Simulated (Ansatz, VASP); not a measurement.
# One calculation of RbAl4Cl, two programs

```xyz
6
Lattice="5.9163 0.0000 0.0000 -2.9581 5.1237 0.0000 0.0000 0.0000 4.3274" Properties=species:S:1:pos:R:3 pbc="T T T"
Rb    0.0000    3.4158    0.0000
Al    0.0000    0.0000    0.0000
Al    1.4797    0.8543    2.1637
Al    4.4366    0.8543    2.1637
Al    2.9581    3.4150    2.1637
Cl    2.9581    1.7079    0.0000
```

Change from the starting cell: species swapped into the GdCo4Si type (P-6m2, No. 187).

Alike in both runs: task relaxation of cell and atoms; functional PBE; k mesh 3 × 3 × 4; occupations gaussian, width 0.1 eV; no spin polarisation.

|  | VASP | Ansatz |
| --- | --- | --- |
| version | VASP 6.6.1 | Ansatz 0.2.0 |
| potentials or method | VASP PAW PBE potentials, release 64 (Rb_sv, Al, Cl) | scalar-relativistic, plane waves, PAW |
| plane-wave cutoff (eV) | 600 | 420 |
| valence electrons in the cell | 28 | 28 |

Ansatz gave:

| Quantity | Value |
| --- | --- |
| gap on the k mesh at the Fermi level, each at its own relaxed structure (eV) | none |
| relaxed volume (Å³/atom) | 24.36 |
| relaxed cell length with the largest relative difference (Å) | 5.031 |
| energy change over the relaxation (meV/atom) | -89 |

What did VASP give for the same quantities?

gap on the k mesh at the Fermi level, each at its own relaxed structure (eV): none; relaxed volume (Å³/atom): 24.39; relaxed cell length with the largest relative difference (Å): 5.038; energy change over the relaxation (meV/atom): -89.

A gap of «none» marks a metal or a gap that the smearing closes.

Caveats: the k mesh is coarse (spacing up to 0.41 Å⁻¹), so the values aren't converged.
